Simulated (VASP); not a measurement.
Runs of VASP 6.6.1 on CaH8. It takes space group Fm-3m (No. 225, cubic). The conventional cell has a = 7.093 Å, b = 7.093 Å, c = 7.093 Å, α = 90.00°, β = 90.00°, γ = 90.00°. Ca (site symmetry m-3m) is surrounded by 8 H at 2.22 Å. Around H (site symmetry 3m) lie 3 H at 1.39 Å. The cell was built by a generator and needn't be a form met in nature.

| task | level | cell | cutoff (eV) | smearing | other keys | gap on the mesh (eV) | pressure (GPa) | relaxed volume (Å³/atom) | largest force (eV/Å) |
| --- | --- | --- | --- | --- | --- | --- | --- | --- | --- |
| optical spectrum | TB-mBJ | as given | 520 | gaussian 0.1 eV | - | 0.20 | - | - | - |
| relaxation of cell and atoms | PBE | relaxed | 600 | gaussian 0.05 eV | - | 0.22 | 0.0 | 9.92 | - |
| relaxation of cell and atoms | PBEsol | relaxed | 600 | gaussian 0.05 eV | - | 0.25 | 0.0 | (a) | 0.01 |
| single point | PBE | as given | 520 | fermi-dirac 0.05 eV | - | 0.22 | 0.0 | - | - |
| single point | PBE+TS | cell strained at random at fixed volume | 520 | fermi-dirac 0.1 eV | AMIX = 0.2; BMIX = 0.0001; AMIX_MAG = 0.8; BMIX_MAG = 0.0001; … | 0.07 | -1.5 | - | 0.13 |

Alike in all rows: potentials or basis VASP PAW PBE potentials, release 64 (Ca_sv, H); no spin polarisation; k mesh 7 × 7 × 7.

Problem. Estimate the missing entries.

Solution. (a) 9.45.

Caveats: an odd mesh through Γ misses points on the zone boundary, where band edges often lie; the PAW data sets were made with another functional, which shifts forces and pressure a little (some runs); spectra need much finer meshes, so this one isn't converged (some runs); independent-particle spectra lack excitons (some runs).
